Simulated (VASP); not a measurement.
**Tb (relaxed from the fcc structure, space group Fm-3m): computed properties**

All values below come from PBEsol GGA, VASP's PBE PAW potentials (set 64) (plane waves; VASP 6.6.1).

| Item | Result |
|---|---|
| space group | Fm-3m (225) |
| cell | a = b = c = 4.9314 Å, α = β = γ = 90.00° |
| volume per atom | 29.98 Å^3/atom |
| band gap (over mesh and band path) | none (metal, semimetal or under 0.01 eV) |
| density | 8.80 g/cm³ |

```
CELL_PARAMETERS angstrom
      0.00000     2.46568     2.46568
      2.46568     0.00000     2.46568
      2.46568     2.46568     0.00000
ATOMIC_POSITIONS crystal
  Tb 0.00000 0.00000 0.00000
```

The 4f electrons are frozen in the core of the lanthanide potential, so 4f levels, which can set the real gap, and their magnetism are missing.

The structure was generated: Tb was put into the fcc type (Fm-3m), which need not be its known phase. It was relaxed first, which changed the volume by -6 %. Symmetry was kept, so distortions that lower it aren't found.
